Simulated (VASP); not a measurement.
Write the native input for VASP 6.6.1 that does the following.

```yaml
Task: single point
Functional: PBEsol
Potentials_or_basis: VASP PAW PBE potentials, release 64 (Ge_d)
Cutoff: 520 eV
k_mesh: 9 × 9 × 9
Occupations: fermi-dirac, width 0.05 eV
Spin: no spin polarisation
Further_INCAR_settings: ALGO = Normal; EDIFF = 1e-06
```

The structure of Ge lies in POSCAR:

```
Ge
1.0
    0.0000000000      2.8289100000      2.8289100000
    2.8289100000      0.0000000000      2.8289100000
    2.8289100000      2.8289100000      0.0000000000
Ge
2
Direct
    0.0000000000      0.0000000000      0.0000000000
    0.2500000000      0.2500000000      0.2500000000
```

One way to write it, as run:

INCAR

```
  ALGO = Normal
  EDIFF = 1E-6
  ENCUT = 520
  GGA = PS
  ISIF = 2
  ISMEAR = -1
  KPAR = 4
  LASPH = True
  LCHARG = False
  LREAL = False
  LWAVE = False
  NELM = 60
  PREC = Accurate
  SIGMA = 0.05
```

KPOINTS

```
k-points
0
Gamma
  9 9 9
```

Potentials or basis: VASP PAW PBE potentials, release 64 (Ge_d).

Command:

```bash
$ cat potpaw_PBE.64/Ge_d/POTCAR > POTCAR
$ mpirun -np 4 vasp_std > vasp.out
```

It gave:

```
Pressure               : 0.5 GPa
Band gap on the k mesh : none (metal or under the smearing width)
```

Caveat: the PAW data sets were made with another functional, which shifts forces and pressure a little; this crystal is a semiconductor, whose small gap the functional closes, so the metal is an error of the method.

Wall time 6.8 s on 4 MPI ranks on Intel(R) Xeon(R) Platinum 8488C (Sapphire Rapids), on a shared host, peak memory 0.16 GiB a rank.
